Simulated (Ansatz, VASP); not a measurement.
# SiO2 (Cristobalite): VASP beside Ansatz, part 2 of 3

One calculation is typed for both programs; each brings its own data sets. How far apart do they land? The cell is taken from a series of runs on this material, whose earlier steps may have relaxed, scaled, displaced or heated it; both programs get it as it stands.

VASP 6.6.1 and Ansatz 0.2.0.

So far: The starting structure; Ansatz: zone-centre phonons, LDA.

## Step 3: VASP: zone-centre phonons, LDA

Level of this step: LDA; plane waves and PAW (O, Si) (VASP).

The same cell, functional (in two slightly different forms) and mesh now go to VASP, with its own data sets.

Lines of VASP's logs that name or quote its potential files are left out, and so is its time.

INCAR

```
SYSTEM = SiO2
PREC = Accurate
ENCUT = 600
EDIFF = 1E-08
NELM = 120
ISMEAR = 0
SIGMA = 0.01
LREAL = .FALSE.
ALGO = Normal
GGA = CA
NBANDS = 44
LORBIT = 11
LWAVE = .FALSE.
LCHARG = .FALSE.
ISIF = 2
IBRION = 8
LEPSILON = .TRUE.
LASPH = .TRUE.
GGA_COMPAT = .FALSE.
EFERMI = MIDGAP
KPAR = 2
```

POSCAR

```
SiO2
1.0
    4.9289792662      0.0000000000      0.0000000000
    0.0000000000      4.9289792662      0.0000000000
    0.0000000000      0.0000000000      6.8396239483
O Si
8 4
Direct
    0.2365496771      0.1168925120      0.1850745172
    0.3831074880      0.7365496771      0.4350745172
    0.7634503229      0.8831074880      0.6850745172
    0.6168925120      0.2634503229      0.9350745172
    0.7365496771      0.3831074880      0.5649254828
    0.8831074880      0.7634503229      0.3149254828
    0.2634503229      0.6168925120      0.0649254828
    0.1168925120      0.2365496771      0.8149254828
    0.3061729438      0.3061729438      0.0000000000
    0.1938270562      0.8061729438      0.2500000000
    0.6938270562      0.6938270562      0.5000000000
    0.8061729438      0.1938270562      0.7500000000
```

KPOINTS

```
Automatic mesh
0
Gamma
4 4 4
0 0 0
```

The projector-augmented-wave data sets are O and Si (LDA family, release 64).

Started as:

```
> mpirun -np 2 vasp_std
```

The log of the run:

```text
[banner, memory and clock lines left out]
running    2 mpi-ranks, on    1 nodes
 distrk:  each k-point on    1 cores,    2 groups
 distr:  one band on    1 cores,    1 groups

 POSCAR found type information on POSCAR O Si
 POSCAR found :  2 types and      12 ions
 LDA part: xc-table for (Slater(with rela. corr.)+CA(PZ))
 , standard interpolation
 POSCAR, INCAR and KPOINTS ok, starting setup
 FFT: planning ... GRIDC
 FFT: planning ... GRID_SOFT
 FFT: planning ... GRID
 WAVECAR not read
 entering main loop
       N       E                     dE             d eps       ncg     rms          rms(c)
DAV:   1     0.422244827623E+03    0.42224E+03   -0.35644E+04  1584   0.149E+03
DAV:   2    -0.852479818171E+02   -0.50749E+03   -0.49083E+03  2012   0.325E+02
DAV:   3    -0.116830679956E+03   -0.31583E+02   -0.31437E+02  1952   0.860E+01
DAV:   4    -0.117239971964E+03   -0.40929E+00   -0.40857E+00  1976   0.108E+01
DAV:   5    -0.117247065431E+03   -0.70935E-02   -0.70876E-02  1980   0.139E+00    0.302E+01
DAV:   6    -0.104131342180E+03    0.13116E+02   -0.50544E+01  1860   0.326E+01    0.151E+01
DAV:   7    -0.103915314819E+03    0.21603E+00   -0.14536E+00  1824   0.511E+00    0.523E+00
DAV:   8    -0.103795855625E+03    0.11946E+00   -0.78021E-02  1976   0.168E+00    0.201E+00
DAV:   9    -0.103775697684E+03    0.20158E-01   -0.29105E-02  1984   0.104E+00    0.304E-01
DAV:  10    -0.103776572607E+03   -0.87492E-03   -0.32880E-03  1884   0.281E-01    0.114E-01
DAV:  11    -0.103776510702E+03    0.61905E-04   -0.80819E-04  1900   0.149E-01    0.180E-02
DAV:  12    -0.103776513928E+03   -0.32257E-05   -0.21240E-05  1856   0.217E-02    0.910E-03
DAV:  13    -0.103776514499E+03   -0.57087E-06   -0.68496E-06  1872   0.122E-02    0.397E-03
DAV:  14    -0.103776514687E+03   -0.18884E-06   -0.19777E-07  1960   0.235E-03    0.844E-04
DAV:  15    -0.103776514702E+03   -0.14751E-07   -0.14024E-08  1288   0.615E-04    0.404E-04
DAV:  16    -0.103776514701E+03    0.12042E-08   -0.40126E-09  1188   0.352E-04
   1 F= -.10377651E+03 E0= -.10377651E+03  d E =0.000000E+00
 Linear response reoptimize wavefunctions to high precision
DAV:   1    -0.103776514701E+03    0.17280E-09   -0.35450E-09  1044   0.295E-04
DAV:   2    -0.103776514701E+03   -0.23010E-09   -0.41228E-10  1008   0.101E-04
DAV:   3    -0.103776514701E+03    0.10641E-09   -0.66708E-11  1008   0.410E-05
 Linear response G [H, r] |phi>, progress :
  Direction:   1
       N       E                     dE             d eps       ncg     rms
RMM:   1    -0.243135648462E+03   -0.24314E+03    0.22939E+02  3652   0.962E+01
RMM:   2    -0.226580558548E+03    0.16555E+02   -0.14984E+01  2735   0.187E+01
RMM:   3    -0.226710680931E+03   -0.13012E+00   -0.29356E-01  2846   0.234E+00
RMM:   4    -0.226715957209E+03   -0.52763E-02   -0.79240E-03  2980   0.381E-01
RMM:   5    -0.226716088857E+03   -0.13165E-03   -0.34896E-04  3008   0.699E-02
RMM:   6    -0.226716095194E+03   -0.63368E-05   -0.21893E-05  3040   0.148E-02
RMM:   7    -0.226716096715E+03   -0.15213E-05   -0.23563E-05  3082   0.560E-03
RMM:   8    -0.226716096660E+03    0.54554E-07   -0.11557E-05  3072   0.408E-03
RMM:   9    -0.226716096931E+03   -0.27050E-06   -0.48927E-05  2952   0.387E-03
RMM:  10    -0.226716096931E+03   -0.21566E-09   -0.44124E-05  2859   0.384E-03
RMM:  11    -0.226716096939E+03   -0.81426E-08    0.60005E-05  2805   0.386E-03
 Linear response G [H, r] |phi>, progress :
  Direction:   2
       N       E                     dE             d eps       ncg     rms
RMM:   1    -0.241142742221E+03   -0.24114E+03    0.24856E+02  3564   0.961E+01
RMM:   2    -0.232402780802E+03    0.87400E+01   -0.13298E+01  2729   0.181E+01
RMM:   3    -0.232524043053E+03   -0.12126E+00   -0.24302E-01  2839   0.219E+00
RMM:   4    -0.232528841116E+03   -0.47981E-02   -0.66086E-03  2959   0.362E-01
RMM:   5    -0.232528954906E+03   -0.11379E-03    0.77934E-06  3005   0.647E-02
RMM:   6    -0.232528960432E+03   -0.55252E-05    0.28444E-04  3038   0.137E-02
RMM:   7    -0.232528955869E+03    0.45627E-05    0.34044E-04  3085   0.536E-03
RMM:   8    -0.232528952414E+03    0.34548E-05    0.36153E-04  3071   0.404E-03
RMM:   9    -0.232528952222E+03    0.19177E-06    0.21886E-04  2927   0.384E-03
RMM:  10    -0.232528956242E+03   -0.40198E-05   -0.85267E-04  2820   0.382E-03
RMM:  11    -0.232528957177E+03   -0.93471E-06    0.28210E-06  2798   0.385E-03
 Linear response G [H, r] |phi>, progress :
  Direction:   3
       N       E                     dE             d eps       ncg     rms
RMM:   1    -0.241560787776E+03   -0.24156E+03    0.24138E+02  3554   0.964E+01
RMM:   2    -0.229431593967E+03    0.12129E+02   -0.14329E+01  2703   0.184E+01
RMM:   3    -0.229559899354E+03   -0.12831E+00   -0.26832E-01  2821   0.227E+00
RMM:   4    -0.229565155298E+03   -0.52559E-02   -0.73908E-03  2967   0.375E-01
RMM:   5    -0.229565301275E+03   -0.14598E-03   -0.26690E-04  2990   0.674E-02
[...]
RMM:  11    -0.646694614746E+00   -0.57578E-05   -0.60736E-07  3007   0.614E-04    0.604E-05
RMM:  12    -0.646694689870E+00   -0.75124E-07   -0.19597E-06  2611   0.230E-04    0.245E-05
RMM:  13    -0.646694764534E+00   -0.74665E-07   -0.15065E-06  2124   0.196E-04    0.995E-06
 change of polarisation eV/A/(eV/A) component  3 :    -0.012    -0.001     1.208
[...]
RMM:  16    -0.370517901052E+00   -0.69820E-09   -0.29623E-07  6005   0.831E-05    0.205E-07
RMM:  17    -0.370517899483E+00    0.15688E-08   -0.35811E-07  6182   0.826E-05    0.207E-07
RMM:  18    -0.370517899767E+00   -0.28350E-09   -0.27451E-07  6234   0.822E-05    0.105E-07
RMM:  19    -0.370517899575E+00    0.19167E-09   -0.34142E-07  6382   0.820E-05    0.725E-08
 first order change of Fermi-energy  -0.13207E+00
 force on displaced ion       1 direction 2 :  -7.718 -42.518  22.243
 Born effective charge ion    1 direction 2 :  -0.167  -2.259   0.752
 Linear response progress:
  Degree of freedom:   3/  5
       N       E                     dE             d eps       ncg     rms          rms(c)
RMM:   1    -0.377596715214E+00   -0.37760E+00    0.34802E-01  6281   0.269E+00
RMM:   2    -0.368476475247E+00    0.91202E-02   -0.10390E-02  5325   0.447E-01    0.308E-01
RMM:   3    -0.368934900269E+00   -0.45843E-03   -0.24317E-03  5713   0.197E-01    0.165E-01
RMM:   4    -0.370515871312E+00   -0.15810E-02   -0.11798E-03  5460   0.142E-01    0.463E-02
RMM:   5    -0.370736711921E+00   -0.22084E-03   -0.71154E-05  5961   0.354E-02    0.202E-02
RMM:   6    -0.370570687291E+00    0.16602E-03   -0.40372E-05  5952   0.170E-02    0.359E-03
RMM:   7    -0.370612252565E+00   -0.41565E-04    0.65515E-06  6022   0.446E-03    0.162E-03
RMM:   8    -0.370601988654E+00    0.10264E-04    0.12419E-06  6028   0.154E-03    0.581E-04
RMM:   9    -0.370598988555E+00    0.30001E-05   -0.40529E-07  5952   0.521E-04    0.315E-04
RMM:  10    -0.370600418887E+00   -0.14303E-05    0.53543E-07  5978   0.329E-04    0.688E-05
RMM:  11    -0.370600452798E+00   -0.33911E-07    0.38727E-07  6026   0.125E-04    0.297E-05
RMM:  12    -0.370600557090E+00   -0.10429E-06    0.42867E-07  6056   0.929E-05    0.894E-06
RMM:  13    -0.370600536777E+00    0.20313E-07    0.31684E-07  6250   0.801E-05    0.319E-06
RMM:  14    -0.370600552117E+00   -0.15340E-07    0.31369E-07  6132   0.780E-05    0.114E-06
RMM:  15    -0.370600541695E+00    0.10422E-07    0.29333E-07  6168   0.770E-05    0.628E-07
RMM:  16    -0.370600543189E+00   -0.14940E-08    0.32322E-07  6012   0.763E-05    0.229E-07
RMM:  17    -0.370600542564E+00    0.62530E-09    0.30236E-07  6134   0.758E-05    0.109E-07
RMM:  18    -0.370600543621E+00   -0.10569E-08    0.27553E-07  6198   0.755E-05    0.884E-08
 first order change of Fermi-energy  -0.56003E-01
 force on displaced ion       1 direction 3 :   6.380  22.249 -26.568
 Born effective charge ion    1 direction 3 :   0.074   0.754  -1.627
 Linear response progress:
  Degree of freedom:   4/  5
       N       E                     dE             d eps       ncg     rms          rms(c)
RMM:   1    -0.491633336777E-01   -0.49163E-01   -0.29368E-02  9316   0.134E+00
RMM:   2    -0.259004211017E-01    0.23263E-01   -0.49505E-03  5586   0.397E-01    0.280E-01
RMM:   3    -0.252882653556E-01    0.61216E-03   -0.13138E-03  5856   0.124E-01    0.154E-01
RMM:   4    -0.249278410935E-01    0.36042E-03   -0.77411E-04  5973   0.775E-02    0.337E-02
RMM:   5    -0.248681911877E-01    0.59650E-04   -0.16807E-04  5970   0.196E-02    0.979E-03
RMM:   6    -0.248372897449E-01    0.30901E-04   -0.44556E-05  5891   0.112E-02    0.239E-03
RMM:   7    -0.248339683662E-01    0.33214E-05    0.97823E-06  5995   0.288E-03    0.126E-03
RMM:   8    -0.248373438809E-01   -0.33755E-05   -0.30993E-06  5931   0.131E-03    0.280E-04
RMM:   9    -0.248373250076E-01    0.18873E-07   -0.19983E-06  5987   0.300E-04    0.176E-04
RMM:  10    -0.248372536936E-01    0.71314E-07    0.21198E-07  5989   0.192E-04    0.443E-05
RMM:  11    -0.248373721722E-01   -0.11848E-06   -0.85752E-07  5996   0.715E-05    0.172E-05
RMM:  12    -0.248373221015E-01    0.50071E-07   -0.68027E-07  6091   0.406E-05    0.674E-06
RMM:  13    -0.248373224601E-01   -0.35858E-09   -0.77214E-07  6221   0.309E-05    0.249E-06
RMM:  14    -0.248373200103E-01    0.24498E-08   -0.59195E-07  6042   0.295E-05    0.673E-07
RMM:  15    -0.248373166198E-01    0.33905E-08   -0.64247E-07  5820   0.287E-05    0.399E-07
RMM:  16    -0.248373132084E-01    0.34114E-08   -0.60062E-07  5729   0.284E-05    0.172E-07
RMM:  17    -0.248373128494E-01    0.35900E-09   -0.57863E-07  5775   0.281E-05    0.712E-08
 first order change of Fermi-energy   0.51434E-01
 force on displaced ion       9 direction 1 : -45.934   0.149   1.427
 Born effective charge ion    9 direction 1 :   3.316   0.024  -0.353
 Linear response progress:
  Degree of freedom:   5/  5
       N       E                     dE             d eps       ncg     rms          rms(c)
RMM:   1    -0.552005270169E-01   -0.55201E-01   -0.61479E-02  9414   0.138E+00
RMM:   2    -0.278001057770E-01    0.27400E-01   -0.44799E-03  5572   0.416E-01    0.292E-01
RMM:   3    -0.269361337368E-01    0.86397E-03   -0.12335E-03  5900   0.132E-01    0.164E-01
RMM:   4    -0.264424807024E-01    0.49365E-03   -0.16831E-03  6038   0.987E-02    0.341E-02
RMM:   5    -0.263281042778E-01    0.11438E-03   -0.43282E-04  6012   0.247E-02    0.135E-02
RMM:   6    -0.262730230602E-01    0.55081E-04   -0.98304E-05  5933   0.162E-02    0.387E-03
RMM:   7    -0.262689041603E-01    0.41189E-05   -0.14528E-05  6020   0.467E-03    0.227E-03
RMM:   8    -0.262724487168E-01   -0.35446E-05   -0.13931E-05  5984   0.234E-03    0.449E-04
RMM:   9    -0.262713685192E-01    0.10802E-05   -0.18555E-06  5996   0.462E-04    0.260E-04
RMM:  10    -0.262717840735E-01   -0.41555E-06   -0.21199E-06  5935   0.237E-04    0.618E-05
RMM:  11    -0.262717168161E-01    0.67257E-07   -0.10601E-06  6069   0.755E-05    0.266E-05
RMM:  12    -0.262716036271E-01    0.11319E-06   -0.78987E-07  6085   0.482E-05    0.119E-05
RMM:  13    -0.262716144829E-01   -0.10856E-07   -0.96952E-07  6069   0.346E-05    0.411E-06
RMM:  14    -0.262715740025E-01    0.40480E-07   -0.75295E-07  6051   0.299E-05    0.179E-06
RMM:  15    -0.262716027035E-01   -0.28701E-07   -0.10196E-06  6057   0.288E-05    0.996E-07
RMM:  16    -0.262716133279E-01   -0.10624E-07   -0.11396E-06  5797   0.279E-05    0.200E-07
RMM:  17    -0.262715938580E-01    0.19470E-07   -0.93334E-07  5755   0.275E-05    0.128E-07
RMM:  18    -0.262715760885E-01    0.17770E-07   -0.73142E-07  5773   0.273E-05    0.423E-08
 first order change of Fermi-energy   0.11518E-05
 force on displaced ion       9 direction 3 :   1.465  -1.470 -50.920
 Born effective charge ion    9 direction 3 :   0.180  -0.180   3.254
 Born effective charges drift removed
 Linear response finished
```

[end of part 2 of 3]

[Lines on the potential files, build, host, timing and source positions are cut from VASP's logs without a mark.]

[Logs are printed without paths, hosts, clocks, repeated set-up lines and the standing remarks that a program may print on its own settings, such as how far it seeks lower states.]

[Hosts, paths, dates, database ids (printed as entryN), source tags and the programs' standing remarks are cut or masked in the printed files.]
